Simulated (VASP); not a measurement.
Level of theory: PBE GGA, VASP's PBE PAW potentials (set 64) (plane waves; VASP).

VASP input:

File POSCAR:
```
SbP
1
    1.9338960000     1.1165350000     3.3098540000
   -1.9338960000     1.1165350000     3.3098540000
    0.0000000000    -2.2330710000     3.3098540000
Sb P
1 1
Direct
  0.7624000000   0.7624000000   0.7624000000
  0.2376000000   0.2376000000   0.2376000000
```

**KPOINTS**
```
kpoints
0
gamma
3 3 3
```

**INCAR**
```
! general
SYSTEM =SbP
PREC   =Accurate
ENCUT  =300   ! plane-wave cut-off (eV)
LREAL  =F
LASPH  =T   ! aspherical one-centre terms

! electronic loop
EDIFF  =1E-6   ! SCF stop (eV)
NELM   =100   ! most electronic steps
ALGO   =Normal   ! blocked Davidson
LMAXMIX=4   ! l cut-off of mixed one-centre charges

! smearing
ISMEAR =0   ! Gaussian
SIGMA  =0.272   ! width (eV)

! functional
GGA    =PE   ! PBE

! ions
ISIF   =2

! output
LWAVE  =F
LCHARG =F
```

POTCAR, in this order: Sb P (PBE.64 set). Program: vasp_std.

Q: Predict the energy per atom (σ→0), pressure, largest force.

A: 
```json
{
  "energy per atom (σ→0)": "-4675 meV/atom",
  "pressure": "75.0 kbar",
  "largest_force": "0.497 eV/Å"
}
```

**OSZICAR**
```
...
DAV:   6    -0.935594911749E+01    0.18904E+00   -0.71040E-01   111   0.383E+00    0.317E+00
DAV:   7    -0.935210945705E+01    0.38397E-02   -0.99265E-02   130   0.180E+00    0.131E+00
DAV:   8    -0.935124393686E+01    0.86552E-03   -0.87477E-03   122   0.555E-01    0.278E-01
DAV:   9    -0.935120258082E+01    0.41356E-04   -0.11835E-03   132   0.230E-01    0.632E-02
DAV:  10    -0.935121150538E+01   -0.89246E-05   -0.59112E-05   122   0.603E-02    0.229E-02
DAV:  11    -0.935121720298E+01   -0.56976E-05   -0.16987E-05   124   0.277E-02    0.734E-03
DAV:  12    -0.935121711232E+01    0.90656E-07   -0.16624E-06    86   0.930E-03
   1 F= -.93512171E+01 E0= -.93492852E+01  d E =-.386373E-02
```

The structure was generated: SbP was put into an ordered model structure, which need not be its known phase. The cell was not relaxed at this level. The k-mesh is coarse (spacing up to 0.66 per Å, 2π included), so the numbers may not be converged in it. The run is one of a series of settings (KPOINTS 3×3×3 Γ-centred mesh against the base run), some of them coarse on purpose.
